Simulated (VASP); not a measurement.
A VASP calculation is set up with these files.

KPOINTS:
```
Automatic mesh
0
Gamma
8 8 2
0 0 0
```

INCAR:
```
# general
SYSTEM =WSe2
PREC   =Accurate
ENCUT  =500
LREAL  =.FALSE.
LASPH  =.TRUE.

# electronic loop
EDIFF  =1E-6
NELM   =100
ALGO   =Normal
LMAXMIX=6

# smearing
ISMEAR =0
SIGMA  =0.05

# ions
IBRION =2
NSW    =40
ISIF   =3
EDIFFG =-0.02
PSTRESS=50

# output
LWAVE  =.FALSE.
LCHARG =.FALSE.
```

File POSCAR:
```
WSe2
1.0
  1.6047253060  -2.7794653231   0.0000000000
  1.6047253060   2.7794653231   0.0000000000
  0.0000000000   0.0000000000  12.2359036610
W Se
2 4
Cart
  1.6047253060   0.9264902940   3.0589759153
  1.6047253060  -0.9264902940   9.1769277457
  1.6047253060   0.9264902940  10.8545054652
  1.6047253060  -0.9264902940   4.7365536347
  1.6047253060  -0.9264902940   1.3813981958
  1.6047253060   0.9264902940   7.4993500263
```

POTCAR, in this order: W_sv Se (LDA.64 set). Program: vasp_std.

### Question
Write an equivalent input for Ansatz.

### Answer
One equivalent input (not run):
Ansatz 0.2 input:
```yaml
crystal:
  lattice:
    - [1.6047253, -2.7794653, 0.0000000]
    - [1.6047253, 2.7794653, 0.0000000]
    - [0.0000000, 0.0000000, 12.2359037]
  atoms:
    - { symbol: W, position: [0.3333330, 0.6666670, 0.2500000] }
    - { symbol: W, position: [0.6666670, 0.3333330, 0.7500000] }
    - { symbol: Se, position: [0.3333330, 0.6666670, 0.8871029] }
    - { symbol: Se, position: [0.6666670, 0.3333330, 0.3871029] }
    - { symbol: Se, position: [0.6666670, 0.3333330, 0.1128971] }
    - { symbol: Se, position: [0.3333330, 0.6666670, 0.6128971] }
kpoints:
  mp_grid: { grid: [8, 8, 2] }
hamiltonian:
  xc: lda
  pseudopotentials: { kind: paw }
scf:
  occupations: { method: gaussian, width: 0.05 }
  max_iter: 100
relax:
  max_steps: 40
  f_tol: 0.02
  cell: { p_target: 5 }
output: { forces: true, stress: true, eigenvalues: true }
```
The two are equivalent in intent, not identical: each code has its own PAW files, so the cut-off isn't converted (ENCUT is set for VASP's; basis.ecutwfc is left out, and Ansatz then takes the one that its files recommend); Ansatz stops its SCF on the density residual and VASP on the energy change (EDIFF); Ansatz's lda is the Perdew-Wang form, while the LDA potentials of VASP carry Perdew-Zunger's.

The compound is WSe2 in the 2H layered structure. It was relaxed first under an external pressure of 5 GPa.
